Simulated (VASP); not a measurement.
Calculation: LDA (Ceperley-Alder, Perdew-Zunger), VASP's LDA PAW potentials (set 64) (plane waves; VASP).

Input for VASP

KPOINTS:
```
Automatic
0
Gamma
 18 18 18
0 0 0
```

**POSCAR**
```
Au
1
    0.0000000000     2.0400000000     2.0400000000
    2.0400000000     0.0000000000     2.0400000000
    2.0400000000     2.0400000000     0.0000000000
Au
1
Direct
  0.0000000000   0.0000000000   0.0000000000
```

INCAR:
```
ALGO=Normal
EDIFF=1E-6
ENCUT=300
ISIF=2
ISMEAR=0
LASPH=.TRUE.
LCHARG=.FALSE.
LMAXMIX=6
LREAL=.FALSE.
LWAVE=.FALSE.
NELM=100
PREC=Accurate
SIGMA=0.1
SYSTEM=Au
```

POTCAR, in this order: Au (LDA.64 set). Program: vasp_std.

The resulting files:

File OUTCAR:
```
 ion  position               nearest neighbor table
   1  0.000  0.000  0.000-
  LATTYP: Found a face centered cubic cell.
 ALAT       =     4.0800000000
 Subroutine PRICEL returns:
 Original cell was already a primitive cell.
 Subroutine GETGRP returns: Found 48 space group operations
The static configuration has the point symmetry O_h .
The dynamic configuration has the point symmetry O_h .
 Subroutine INISYM returns: Found 48 space group operations
 Subroutine IBZKPT returns following result:
 Found    195 irreducible k-points:

 Following reciprocal coordinates:
            Coordinates               Weight
  0.000000  0.000000  0.000000      1.000000
  0.055556  0.000000  0.000000      8.000000
  0.111111  0.000000  0.000000      8.000000
  0.166667  0.000000  0.000000      8.000000
  0.222222  0.000000  0.000000      8.000000
  0.277778  0.000000  0.000000      8.000000
  0.333333  0.000000  0.000000      8.000000
  0.388889  0.000000  0.000000      8.000000
  0.444444  0.000000  0.000000      8.000000
  0.500000  0.000000  0.000000      4.000000
  0.055556  0.055556  0.000000      6.000000
  0.111111  0.055556  0.000000     24.000000
  0.166667  0.055556  0.000000     24.000000
  0.222222  0.055556  0.000000     24.000000
  0.277778  0.055556  0.000000     24.000000
  0.333333  0.055556  0.000000     24.000000
  0.388889  0.055556  0.000000     24.000000
  0.444444  0.055556  0.000000     24.000000
  0.500000  0.055556  0.000000     24.000000
 -0.444444  0.055556  0.000000     24.000000
 -0.388889  0.055556  0.000000     24.000000
 -0.333333  0.055556  0.000000     24.000000
 -0.277778  0.055556  0.000000     24.000000
 -0.222222  0.055556  0.000000     24.000000
 -0.166667  0.055556  0.000000     24.000000
...
```

**OSZICAR**
```
       N       E                     dE             d eps       ncg     rms          rms(c)
DAV:   1     0.185479496735E+02    0.18548E+02   -0.42034E+03  4600   0.661E+02
DAV:   2    -0.463615769704E+01   -0.23184E+02   -0.21725E+02  3628   0.138E+02
DAV:   3    -0.477244073286E+01   -0.13628E+00   -0.13623E+00  4216   0.106E+01
DAV:   4    -0.477277455709E+01   -0.33382E-03   -0.33382E-03  4000   0.554E-01
DAV:   5    -0.477277658693E+01   -0.20298E-05   -0.20303E-05  3891   0.401E-02    0.972E+00
DAV:   6    -0.447478263480E+01    0.29799E+00   -0.99692E-01  3576   0.955E+00    0.606E+00
DAV:   7    -0.445258423219E+01    0.22198E-01   -0.73327E-02  3794   0.249E+00    0.287E+00
DAV:   8    -0.444919716117E+01    0.33871E-02   -0.16519E-03  3689   0.491E-01    0.235E-01
DAV:   9    -0.444919705010E+01    0.11107E-06   -0.60639E-06  4036   0.263E-02
   1 F= -.44491971E+01 E0= -.44484863E+01  d E =-.142143E-02
```

**OUTCAR**
```
------------------------ aborting loop because EDIFF is reached ----------------------------------------
  FORCE on cell =-STRESS in cart. coord.  units (eV):
  Direction    XX          YY          ZZ          XY          YZ          ZX
  --------------------------------------------------------------------------------------
  Total       -0.4800835     -0.4800835     -0.4800835      0.0000000     -0.0000000     -0.0000000
  in kB      -45.3009004    -45.3009004    -45.3009004      0.0000000     -0.0000000     -0.0000000
  external PRESSURE =     -45.3009004 kB  Pullay stress =       0.0000000 kB
  volume of cell :       16.98
      direct lattice vectors                 reciprocal lattice vectors
     0.000000000  2.040000000  2.040000000    -0.245098039  0.245098039  0.245098039
     2.040000000  0.000000000  2.040000000     0.245098039 -0.245098039  0.245098039
     2.040000000  2.040000000  0.000000000     0.245098039  0.245098039 -0.245098039
 POSITION                                       TOTAL-FORCE (eV/Angst)
 -----------------------------------------------------------------------------------
      0.00000      0.00000      0.00000        -0.000000     -0.000000      0.000000
 -----------------------------------------------------------------------------------
    total drift:                                0.000000      0.000000      0.000000
  FREE ENERGIE OF THE ION-ELECTRON SYSTEM (eV)
  ---------------------------------------------------
  free  energy   TOTEN  =        -4.4491970501 eV

  energy  without entropy=       -4.4477756152  energy(sigma->0) =       -4.44848633
```
(Selected blocks of OUTCAR.)

At this cut-off the stress carries a Pulay error, which pulls relaxed volumes low.

The structure is a typed Au crystal (Fm-3m). The cell was not relaxed at this level. The run is one of a series of settings (GGA removed, POTCAR Au (LDA.64 set) against the base run), some of them coarse on purpose.
